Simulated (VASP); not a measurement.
Input:

```xyz
4
Lattice="1.9482 -3.3744 0.0000 1.9482 3.3744 0.0000 0.0000 0.0000 6.3852" Properties=species:S:1:pos:R:3 pbc="T T T"
Zn     1.9482    -1.1248     3.1926
Zn     1.9482     1.1248     0.0000
S      1.9482    -1.1248     5.5871
S      1.9482     1.1248     2.3944
```

These are PBE GGA, VASP's PBE PAW potentials (set 64) (plane waves; VASP 6.6.1) values and carry that method's errors. Numerical set-up: 400 eV cut-off, 6×6×3 Γ-centred mesh, Gaussian smearing of 0.050 eV, potentials Zn S.

Problem. What does the run give for the energy per atom (σ→0), pressure, band gap (on the k-mesh) with the smallest direct gap where there is one?

Solution. 
- band gap (on the k-mesh) = 1.91 eV
- smallest direct gap (on the k-mesh) = 1.91 eV
- energy per atom (σ→0) = -3.416 eV/atom
- pressure = -2.55 GPa

Only differences to runs with the same potentials and settings are physical.

The compound is ZnS in the wurtzite structure, the high-temperature form. The cell was not relaxed at this level.
